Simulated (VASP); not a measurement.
The system is Cs2Be.

```
Cs Be
1.0
     5.38307    0.00000    0.00000
    -2.69153    4.66187    0.00000
     0.00000    0.00000    3.98963
Cs Be
2 1
Direct
  0.33333 0.66667 0.50000
  0.66667 0.33333 0.50000
  0.00000 0.00000 0.00000
```

The cell was built by a generator and needn't be a form met in nature.

The cell isn't the ideal one: species swapped into the YHg2 type (P6/mmm, No. 191).

* Program: VASP 6.6.1
* Task: relaxation of cell and atoms
* Functional: PBE
* Potentials or basis: VASP PAW PBE potentials, release 64 (Cs_sv, Be)
* Cutoff: 600 eV
* k mesh: 6 × 6 × 4
* Occupations: gaussian, width 0.1 eV
* Spin: no spin polarisation

At the start: pressure 8.0 GPa; volume 33.37 Å³/atom.

Q: How do energy, volume and symmetry change on relaxing?

A: Over 8 steps the energy falls by 394.9 meV/atom and the volume is 52.52 Å³/atom (+57.4 %); space group P6/mmm (No. 191, to 0.05 Å).

The path:
```tsv
step	energy change (eV)	largest force (eV/Å)	pressure (GPa)	volume (Å³)
1	0.0000	0.0000	8.03	100.12
2	-1.0061	0.0000	1.98	125.88
3	-1.1258	0.0000	0.94	136.85
4	-1.1342	0.0000	-0.10	160.22
5	-1.1575	0.0000	0.19	150.48
6	-1.1585	0.0000	0.28	148.09
7	-1.1689	0.0000	0.23	150.45
8	-1.1847	0.0000	0.08	157.56
```

Final structure:
```
CELL_PARAMETERS angstrom
6.53801 0.00000 0.00000
-3.26901 5.66209 0.00000
0.00000 0.00000 4.25630
ATOMIC_POSITIONS crystal
Cs 0.33333 0.66667 0.50000
Cs 0.66667 0.33333 0.50000
Be 0.00000 0.00000 0.00000
```

Caveat: the k mesh is coarse (spacing up to 0.39 Å⁻¹), so the values aren't converged; the volume moved by over 15 % at a fixed basis, so the end points are rough.
